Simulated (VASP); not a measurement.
These are vdW-DF2, VASP's PBE PAW potentials (set 64) (plane waves; VASP 6.6.1) values and carry that method's errors.

VASP ran on this input.

### INCAR
```
ZAB_VDW  =  -1.8867
AGGAC  =  0.0
PREC  =  Accurate
LCHARG  =  T
LWAVE  =  F
NELM  =  100
LUSE_VDW  =  T
LREAL  =  F   # projection in real space or not
LASPH  =  T
LORBIT  =  11   # lm-projected
LMAXMIX  =  4
NEDOS  =  601   # DOS grid
EDIFF  =  1E-7   # SCF stop (eV)
ENCUT  =  520   # plane-wave cut-off (eV)
GGA  =  ML
ISIF  =  2
ALGO  =  Normal   # blocked Davidson
SYSTEM  =  Cs
ISMEAR  =  -5
```

File KPOINTS:
```
Automatic mesh
0
Gamma
10 10 10
0 0 0
```

POSCAR:
```
Cs
5.9825630
 -0.4999999813   0.4999999813   0.4999999813
  0.4999999813  -0.4999999813   0.4999999813
  0.4999999813   0.4999999813  -0.4999999813
Cs
1
Direct
  0.0000000000   0.0000000000   0.0000000000
```

POTCAR, in this order: Cs_sv (PBE.64 set). Program: vasp_std.

Unless said otherwise, spin-orbit coupling is left out, though it shifts the bands of the heavy elements here.

Question: What does the run give for the energy per atom (σ→0), band gap (on the k-mesh)?

Answer: 
| Property | Value |
|---|---|
| energy per atom (σ→0) | 1.812 eV/atom |
| band gap (on the k-mesh) | none (metal, semimetal or under 0.01 eV) |

### OSZICAR
```
...
DAV:   7     0.181220559192E+01    0.20194E-02   -0.74876E-03   984   0.578E-01    0.585E-02
DAV:   8     0.181224401655E+01    0.38425E-04   -0.26149E-04  1104   0.137E-01    0.904E-03
DAV:   9     0.181223019783E+01   -0.13819E-04   -0.22772E-05  1152   0.300E-02    0.375E-03
DAV:  10     0.181222170173E+01   -0.84961E-05   -0.23633E-05   960   0.303E-02    0.141E-03
DAV:  11     0.181221865059E+01   -0.30511E-05   -0.14451E-05   880   0.246E-02    0.191E-04
DAV:  12     0.181221842212E+01   -0.22848E-06   -0.54441E-07  1216   0.481E-03    0.120E-04
DAV:  13     0.181221833801E+01   -0.84105E-07   -0.14690E-07   920   0.309E-03
   1 F= 0.18122183E+01 E0= 0.18122183E+01  d E =0.000000E+00
```

The compound is Cs in the bcc structure. It was relaxed first, which changed the volume by -6 %.
